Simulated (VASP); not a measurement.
These are LDA (Ceperley-Alder, Perdew-Zunger), VASP's LDA PAW potentials (set 64) (plane waves; VASP 6.6.1) values and carry that method's errors.

VASP ran on this input.

**INCAR**
```
ALGO = Normal   # blocked Davidson
LCHARG = .FALSE.
ISIF = 3   # ions, shape and volume
LREAL = .FALSE.
LASPH = .TRUE.   # aspherical one-centre terms
LWAVE = .FALSE.
SYSTEM = Tc
EDIFFG = -0.02
IBRION = 2
LMAXMIX = 4   # l cut-off of mixed one-centre charges
SIGMA = 0.1   # width (eV)
NELM = 100
NSW = 40
PSTRESS = 300   # kbar
EDIFF = 1E-6   # SCF stop (eV)
PREC = Accurate
ISMEAR = 1   # Methfessel-Paxton
ENCUT = 500
```

File KPOINTS:
```
Automatic mesh
0
Gamma
16 16 9
0 0 0
```

POSCAR:
```
Tc
1
    1.3319351169    -2.3069797093    -0.0000000000
    1.3319351169     2.3069797093    -0.0000000000
    0.0000000000    -0.0000000000     4.2552113132
Tc
2
Direct
  0.3333330000   0.6666670000   0.2500000000
  0.6666670000   0.3333330000   0.7500000000
```

POTCAR, in this order: Tc_pv (LDA.64 set). Program: vasp_std.

The run wrote:

OSZICAR:
```
       N       E                     dE             d eps       ncg     rms          rms(c)
DAV:   1     0.303603040623E+03    0.30360E+03   -0.16605E+04  5132   0.159E+03
DAV:   2    -0.169712265201E+02   -0.32057E+03   -0.31739E+03  5566   0.456E+02
DAV:   3    -0.247761349623E+02   -0.78049E+01   -0.76277E+01  6026   0.825E+01
DAV:   4    -0.248489157107E+02   -0.72781E-01   -0.72456E-01  5647   0.771E+00
DAV:   5    -0.248495475857E+02   -0.63187E-03   -0.63089E-03  5598   0.689E-01    0.236E+01
DAV:   6    -0.235740500308E+02    0.12755E+01   -0.27520E+00  5388   0.168E+01    0.827E+00
DAV:   7    -0.233910407724E+02    0.18301E+00   -0.60331E-01  5714   0.707E+00    0.106E+00
DAV:   8    -0.233777614315E+02    0.13279E-01   -0.19720E-02  5207   0.163E+00    0.171E-01
DAV:   9    -0.233778043338E+02   -0.42902E-04   -0.36439E-04  5704   0.189E-01    0.329E-02
DAV:  10    -0.233778153982E+02   -0.11064E-04   -0.20147E-05  5260   0.443E-02    0.263E-03
DAV:  11    -0.233778152663E+02    0.13188E-06   -0.49141E-07  2801   0.703E-03
   1 F= -.18481283E+02 E0= -.18480973E+02  d E =-.184813E+02
       N       E                     dE             d eps       ncg     rms          rms(c)
DAV:   1    -0.270017134910E+02   -0.36239E+01   -0.13411E+02  5161   0.138E+02    0.262E+01
DAV:   2    -0.226995199868E+02    0.43022E+01   -0.10555E+01  5157   0.388E+01    0.425E+00
DAV:   3    -0.223569544000E+02    0.34257E+00   -0.18637E+00  5527   0.144E+01    0.391E+00
DAV:   4    -0.224323310704E+02   -0.75377E-01   -0.78673E-02  5198   0.251E+00    0.443E-01
DAV:   5    -0.224391699109E+02   -0.68388E-02   -0.18191E-02  5524   0.132E+00    0.944E-02
DAV:   6    -0.224395861917E+02   -0.41628E-03   -0.38646E-04  5160   0.172E-01    0.218E-02
DAV:   7    -0.224395893512E+02   -0.31595E-05   -0.65537E-06  5678   0.215E-02    0.285E-03
DAV:   8    -0.224395891678E+02    0.18344E-06   -0.10663E-06  2656   0.101E-02
   2 F= -.18104883E+02 E0= -.18104799E+02  d E =0.376400E+00
       N       E                     dE             d eps       ncg     rms          rms(c)
DAV:   1    -0.264103935176E+02   -0.39708E+01   -0.10092E+02  5275   0.133E+02    0.175E+01
DAV:   2    -0.234142804140E+02    0.29961E+01   -0.81686E+00  5284   0.309E+01    0.358E+00
DAV:   3    -0.232400966589E+02    0.17418E+00   -0.12729E+00  5421   0.113E+01    0.207E+00
DAV:   4    -0.232934583886E+02   -0.53362E-01   -0.69182E-02  5126   0.210E+00    0.836E-01
DAV:   5    -0.232913451146E+02    0.21133E-02   -0.95166E-03  5632   0.992E-01    0.146E-01
DAV:   6    -0.232918665379E+02   -0.52142E-03   -0.36940E-04  5240   0.176E-01    0.300E-02
DAV:   7    -0.232918699126E+02   -0.33747E-05   -0.19879E-05  5602   0.399E-02    0.313E-03
DAV:   8    -0.232918698238E+02    0.88794E-07   -0.20232E-07  2723   0.410E-03
   3 F= -.18499932E+02 E0= -.18499587E+02  d E =-.186497E-01
       N       E                     dE             d eps       ncg     rms          rms(c)
DAV:   1    -0.232878189751E+02    0.40509E-02   -0.80199E-03  5236   0.112E+00    0.174E-01
DAV:   2    -0.232875607479E+02    0.25823E-03   -0.69968E-04  5243   0.291E-01    0.282E-02
DAV:   3    -0.232875473098E+02    0.13438E-04   -0.95293E-05  5519   0.980E-02    0.232E-02
DAV:   4    -0.232875521915E+02   -0.48818E-05   -0.45392E-06  4943   0.182E-02    0.250E-03
DAV:   5    -0.232875523624E+02   -0.17087E-06   -0.81095E-07  2597   0.927E-03
   4 F= -.18499965E+02 E0= -.18499620E+02  d E =-.186827E-01
```

OUTCAR:
```
------------------------ aborting loop because EDIFF is reached ----------------------------------------
  FORCE on cell =-STRESS in cart. coord.  units (eV):
  Direction    XX          YY          ZZ          XY          YZ          ZX
  --------------------------------------------------------------------------------------
  Total        4.7804138      4.7804156      4.7833329      0.0000000      0.0000000     -0.0000000
  in kB      299.5505178    299.5506286    299.7334322      0.0000000      0.0000000     -0.0000000
  external PRESSURE =      -0.3884738 kB  Pullay stress =     300.0000000 kB
  volume of cell :       25.57
      direct lattice vectors                 reciprocal lattice vectors
     1.321978915 -2.289735070  0.000000000     0.378220859 -0.218365874 -0.000000000
     1.321978915  2.289735070  0.000000000     0.378220859  0.218365874 -0.000000000
     0.000000000  0.000000000  4.223439123    -0.000000000 -0.000000000  0.236773864
 POSITION                                       TOTAL-FORCE (eV/Angst)
 -----------------------------------------------------------------------------------
      1.32198      0.76325      1.05586        -0.000000      0.000000      0.000000
      1.32198     -0.76325      3.16758         0.000000      0.000000      0.000000
 -----------------------------------------------------------------------------------
    total drift:                               -0.000000      0.000569     -0.000043
  FREE ENERGIE OF THE ION-ELECTRON SYSTEM (eV)
  ---------------------------------------------------
  free  energy   TOTEN  =       -23.2875523624 eV

  energy  without entropy=      -23.2865169949  energy(sigma->0) =      -23.28720724
  enthalpy is  TOTEN    =       -18.4999654532 eV   P V=        4.7875869092

 reached required accuracy - stopping structural energy minimisation
```
(Selected blocks of OUTCAR.)

File CONTCAR:
```
Tc
   1.00000000000000
     1.3219789145485314   -2.2897350700584127    0.0000000000000000
     1.3219789145485314    2.2897350700584127    0.0000000000000000
     0.0000000000000000    0.0000000000000000    4.2234391233466191
  Tc
     2
Direct
     0.3333330000000032    0.6666669999999968    0.2500000000000000
     0.6666669999999968    0.3333330000000032    0.7500000000000000
```

File OUTCAR:
```
 val. band max:       14.5642691710   @ k =   0.1875   0.0625   0.0000

 cond. band min:      14.5720103748   @ k =   0.1250   0.0625   0.0000


 Fermi energy:        14.5694276332

 k-point     1 :       0.0000    0.0000    0.0000
  band No.  band energies     occupation
      1     -25.0961      2.00000
      2     -23.4814      2.00000
      3     -23.4814      2.00000
      4     -23.2115      2.00000
      5     -23.2115      2.00000
      6     -23.1497      2.00000
      7       6.7950      2.00000
      8       8.3539      2.00000
      9      12.6646      2.00000
     10      12.6646      2.00000
     11      12.8094      2.00000
     12      13.5395      2.00000
     13      13.5395      2.00000
     14      14.3254      2.00301
     15      14.3254      2.00302
     16      16.7006      0.00000
     17      17.5007      0.00000

 k-point     2 :       0.0625    0.0000    0.0000
  band No.  band energies     occupation
      1     -25.0732      2.00000
      2     -23.5348      2.00000
      3     -23.4989      2.00000
      4     -23.2667      2.00000
      5     -23.2184      2.00000
      6     -23.1596      2.00000
      7       6.9631      2.00000
      8       8.4928      2.00000
      9      12.2810      2.00000
     10      12.8113      2.00000
     11      13.1393      2.00000
     12      13.4463      2.00000
     13      13.6774      2.00000
     14      14.1140      2.00000
     15      14.2030      2.00000
     16      15.6389     -0.00000
     17      17.5849      0.00000

 k-point     3 :       0.1250    0.0000    0.0000
  band No.  band energies     occupation
      1     -25.0060      2.00000
      2     -23.6860      2.00000
      3     -23.5472      2.00000
      4     -23.4209      2.00000
      5     -23.2387      2.00000
      6     -23.1893      2.00000
      7       7.4374      2.00000
      8       8.8589      2.00000
      9      11.7837      2.00000
     10      13.1648      2.00000
     11      13.2436      2.00000
...
```

Energy and stress use the plane-wave basis of the starting cell.

The compound is Tc in the hcp structure. This run relaxes it under an external pressure of 30 GPa. Symmetry was kept, so distortions that lower it aren't found.
